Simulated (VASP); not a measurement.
A VASP calculation is set up with these files.

KPOINTS:
```
Automatic mesh
0
Gamma
6 6 6
0 0 0
```

File POSCAR:
```
P
1
    1.6499564161    -5.3740193800     0.0000000000
    1.6499564161     5.3740193800     0.0000000000
    0.0000000000     0.0000000000     4.4454451756
P
4
Direct
  0.0954761534   0.9045238466   0.9114529210
  0.4045238466   0.5954761534   0.4114529210
  0.5954761534   0.4045238466   0.5885470790
  0.9045238466   0.0954761534   0.0885470790
```

### INCAR
```
# general
SYSTEM  = P
PREC    = Accurate
ENCUT   = 480
LREAL   = .FALSE.   # projection in real space or not
LASPH   = .TRUE.

# electronic loop
EDIFF   = 1E-7
NELM    = 100   # most electronic steps
ALGO    = Normal   # blocked Davidson
LMIXTAU = .TRUE.

# smearing
ISMEAR  = 0   # Gaussian
SIGMA   = 0.05

# functional
METAGGA = R2SCAN

# ions
ISIF    = 2

# output
LWAVE   = .FALSE.
LCHARG  = .FALSE.
```

POTCAR, in this order: P (PBE.64 set). Program: vasp_std.

**Question.** Translate this r2SCAN calculation to Ansatz.

**Answer.** One equivalent input (not run):
Ansatz 0.2 input:
```yaml
crystal:
  lattice:
    - [1.6499564, -5.3740194, 0.0000000]
    - [1.6499564, 5.3740194, 0.0000000]
    - [0.0000000, 0.0000000, 4.4454452]
  atoms:
    - { symbol: P, position: [0.0954762, 0.9045238, 0.9114529] }
    - { symbol: P, position: [0.4045238, 0.5954762, 0.4114529] }
    - { symbol: P, position: [0.5954762, 0.4045238, 0.5885471] }
    - { symbol: P, position: [0.9045238, 0.0954762, 0.0885471] }
kpoints:
  mp_grid: { grid: [6, 6, 6] }
hamiltonian:
  xc: r2scan
  pseudopotentials: { kind: paw }
scf:
  occupations: { method: gaussian, width: 0.05 }
  max_iter: 100
output: { forces: true, stress: true, eigenvalues: true }
```
The two are equivalent in intent, not identical: each code has its own PAW files, so the cut-off isn't converted (ENCUT is set for VASP's; basis.ecutwfc is left out, and Ansatz then takes the one that its files recommend); Ansatz stops its SCF on the density residual and VASP on the energy change (EDIFF).

The compound is P in the black structure. This cell was strained or had an atom moved on purpose.
